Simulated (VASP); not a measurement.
Level of theory: TPSS meta-GGA, VASP's PBE PAW potentials (set 64) (plane waves; VASP).

VASP ran on this input.

**KPOINTS_OPT**
```
k-points along high-symmetry lines
10
Line-mode
Reciprocal
  0.000000   0.000000   0.000000 ! GAMMA
  0.500000   0.000000   0.500000 ! X

  0.500000   0.000000   0.500000 ! X
  0.625000   0.250000   0.625000 ! U

  0.375000   0.375000   0.750000 ! K
  0.000000   0.000000   0.000000 ! GAMMA

  0.000000   0.000000   0.000000 ! GAMMA
  0.500000   0.500000   0.500000 ! L

  0.500000   0.500000   0.500000 ! L
  0.500000   0.250000   0.750000 ! W

  0.500000   0.250000   0.750000 ! W
  0.500000   0.000000   0.500000 ! X
```

POSCAR:
```
PbSe
3.0964890
  0.0000000000   1.0000000659   1.0000000659
  1.0000000659   0.0000000000   1.0000000659
  1.0000000659   1.0000000659   0.0000000000
Pb Se
1 1
Direct
  0.0000000000   0.0000000000   0.0000000000
  0.5000000000   0.5000000000   0.5000000000
```

### KPOINTS
```
Automatic
0
Gamma
8 8 8
0 0 0
```

**INCAR**
```
SYSTEM = PbSe
PREC = Accurate
ENCUT = 520
EDIFF = 1E-7
NELM = 100
ALGO = Normal
LREAL = .FALSE.
LASPH = .TRUE.
ISMEAR = -5
METAGGA = TPSS
LMIXTAU = .TRUE.
LMAXMIX = 4
LWAVE = .FALSE.
LCHARG = .FALSE.
LORBIT = 11
NEDOS = 601
ISIF = 2
```

POTCAR, in this order: Pb_d Se (PBE.64 set). Program: vasp_std.

What VASP printed:

**OSZICAR**
```
       N       E                     dE             d eps       ncg     rms          rms(c)
DAV:   1     0.146000074531E+03    0.14600E+03   -0.97472E+03   820   0.146E+03
DAV:   2    -0.563293302771E+01   -0.15163E+03   -0.14878E+03   842   0.349E+02
DAV:   3    -0.169015920959E+02   -0.11269E+02   -0.11218E+02  1106   0.101E+02
DAV:   4    -0.171300773521E+02   -0.22849E+00   -0.22838E+00   868   0.170E+01
DAV:   5    -0.171367896458E+02   -0.67123E-02   -0.67121E-02  1104   0.287E+00    0.256E+00
DAV:   6    -0.155782387267E+02    0.15586E+01   -0.38665E+00   836   0.254E+01    0.170E+00
DAV:   7    -0.158538167120E+02   -0.27558E+00   -0.21439E-01   968   0.657E+00    0.130E+00
DAV:   8    -0.157284242879E+02    0.12539E+00   -0.49910E-01   922   0.426E+00    0.580E-01
DAV:   9    -0.188883043983E+04   -0.18731E+04   -0.18682E+04  1558   0.180E+01    0.125E+02
DAV:  10     0.108715644023E+03    0.19975E+04   -0.21272E+04   832   0.125E+03    0.236E+01
DAV:  11     0.850600097678E+01   -0.10021E+03   -0.93660E+02   906   0.171E+02    0.807E+00
DAV:  12    -0.143979006363E+02   -0.22904E+02   -0.21420E+02  1140   0.504E+01    0.196E+00
DAV:  13    -0.157954581636E+02   -0.13976E+01   -0.97104E+00  1026   0.161E+01    0.102E+00
DAV:  14    -0.158461326532E+02   -0.50674E-01   -0.28510E-01   898   0.276E+00    0.102E+00
DAV:  15    -0.158477317506E+02   -0.15991E-02   -0.10445E-02   988   0.151E+00    0.913E-01
DAV:  16    -0.158476759280E+02    0.55823E-04   -0.46917E-03   830   0.935E-01    0.798E-01
DAV:  17    -0.158470131296E+02    0.66280E-03   -0.28328E-04  1082   0.206E-01    0.743E-01
DAV:  18    -0.158455524597E+02    0.14607E-02   -0.17196E-03   890   0.408E-01    0.565E-01
DAV:  19    -0.158461906625E+02   -0.63820E-03   -0.31518E-03   836   0.349E-01    0.355E-01
DAV:  20    -0.158474376453E+02   -0.12470E-02   -0.61116E-04   848   0.173E-01    0.272E-01
DAV:  21    -0.158480340167E+02   -0.59637E-03   -0.36997E-04   866   0.173E-01    0.197E-01
DAV:  22    -0.158478089969E+02    0.22502E-03   -0.35448E-04   938   0.202E-01    0.144E-01
DAV:  23    -0.158470787957E+02    0.73020E-03   -0.13973E-04   848   0.168E-01    0.127E-01
DAV:  24    -0.158468620977E+02    0.21670E-03   -0.13632E-04   848   0.104E-01    0.115E-01
DAV:  25    -0.158466756762E+02    0.18642E-03   -0.23112E-05  1022   0.675E-02    0.112E-01
DAV:  26    -0.158466060699E+02    0.69606E-04   -0.61923E-06   958   0.194E-02    0.110E-01
DAV:  27    -0.158466905162E+02   -0.84446E-04   -0.10190E-05   864   0.365E-02    0.107E-01
DAV:  28    -0.158467076011E+02   -0.17085E-04   -0.69657E-06  1036   0.250E-02    0.106E-01
DAV:  29    -0.158468608509E+02   -0.15325E-03   -0.45876E-05  1068   0.840E-02    0.996E-02
DAV:  30    -0.158472633965E+02   -0.40255E-03   -0.38031E-05   896   0.848E-02    0.945E-02
DAV:  31    -0.158477702466E+02   -0.50685E-03   -0.62215E-05   850   0.104E-01    0.884E-02
DAV:  32    -0.158480781468E+02   -0.30790E-03   -0.34103E-05   920   0.810E-02    0.838E-02
DAV:  33    -0.158481555123E+02   -0.77365E-04   -0.12123E-05   986   0.446E-02    0.820E-02
DAV:  34    -0.158481678542E+02   -0.12342E-04   -0.10564E-06  1016   0.120E-02    0.819E-02
DAV:  35    -0.158481669131E+02    0.94119E-06   -0.28211E-08   460   0.183E-03    0.819E-02
DAV:  36    -0.158481825498E+02   -0.15637E-04   -0.35936E-07   842   0.420E-03    0.817E-02
DAV:  37    -0.158481880601E+02   -0.55104E-05   -0.11881E-07   710   0.411E-03    0.814E-02
DAV:  38    -0.158481893619E+02   -0.13018E-05   -0.85986E-09   484   0.169E-03    0.813E-02
DAV:  39    -0.158482036716E+02   -0.14310E-04   -0.28795E-07   780   0.557E-03    0.809E-02
DAV:  40    -0.158482081628E+02   -0.44912E-05   -0.11145E-07   668   0.372E-03    0.803E-02
DAV:  41    -0.158482168433E+02   -0.86805E-05   -0.53228E-07   824   0.786E-03    0.790E-02
DAV:  42    -0.158477676986E+02    0.44914E-03   -0.25808E-05   812   0.567E-02    0.679E-02
DAV:  43    -0.158460170249E+02    0.17507E-02   -0.14470E-04   812   0.124E-01    0.532E-02
DAV:  44    -0.158453427165E+02    0.67431E-03   -0.27432E-05   812   0.556E-02    0.479E-02
DAV:  45    -0.158437517258E+02    0.15910E-02   -0.19188E-04   812   0.142E-01    0.361E-02
DAV:  46    -0.158422779718E+02    0.14738E-02   -0.32565E-04   812   0.188E-01    0.214E-02
DAV:  47    -0.158417723775E+02    0.50559E-03   -0.93495E-05   812   0.104E-01    0.134E-02
DAV:  48    -0.158416468365E+02    0.12554E-03   -0.10950E-05   812   0.382E-02    0.105E-02
DAV:  49    -0.158414851073E+02    0.16173E-03   -0.42883E-05   812   0.773E-02    0.411E-03
DAV:  50    -0.158414704182E+02    0.14689E-04   -0.30337E-06   812   0.228E-02    0.196E-03
DAV:  51    -0.158414632872E+02    0.71310E-05   -0.21864E-06   812   0.162E-02    0.676E-04
DAV:  52    -0.158414635323E+02   -0.24504E-06   -0.10790E-07   712   0.447E-03    0.309E-04
DAV:  53    -0.158414633123E+02    0.21995E-06   -0.74342E-08   652   0.310E-03    0.106E-04
DAV:  54    -0.158414632856E+02    0.26706E-07   -0.46437E-09   406   0.651E-04
   1 F= -.15841463E+02 E0= -.15841463E+02  d E =0.000000E+00
       N       E                     dE             ncg
       N       E                     dE             ncg
       N       E                     dE             ncg
```

### OUTCAR
```
------------------------ aborting loop because EDIFF is reached ----------------------------------------
  FORCE on cell =-STRESS in cart. coord.  units (eV):
  Direction    XX          YY          ZZ          XY          YZ          ZX
  --------------------------------------------------------------------------------------
  Total        0.0205943      0.0205943      0.0205943     -0.0000000     -0.0000000      0.0000000
  in kB        0.5556715      0.5556715      0.5556715     -0.0000000     -0.0000000      0.0000000
  external PRESSURE =       0.5556715 kB  Pullay stress =       0.0000000 kB
  volume of cell :       59.38
      direct lattice vectors                 reciprocal lattice vectors
     0.000000000  3.096489204  3.096489204    -0.161473193  0.161473193  0.161473193
     3.096489204  0.000000000  3.096489204     0.161473193 -0.161473193  0.161473193
     3.096489204  3.096489204  0.000000000     0.161473193  0.161473193 -0.161473193
  FREE ENERGIE OF THE ION-ELECTRON SYSTEM (eV)
  ---------------------------------------------------
  free  energy   TOTEN  =       -15.8414632856 eV

  energy  without entropy=      -15.8414632856  energy(sigma->0) =      -15.84146329

 total charge

# of ion       s       p       d       tot
------------------------------------------
    1        1.460   0.490   9.822  11.772
    2        1.454   2.337   0.015   3.806
--------------------------------------------------
tot          2.915   2.827   9.837  15.578
```
(Selected blocks of OUTCAR.)

The compound is PbSe in the rock salt structure. It was relaxed first.
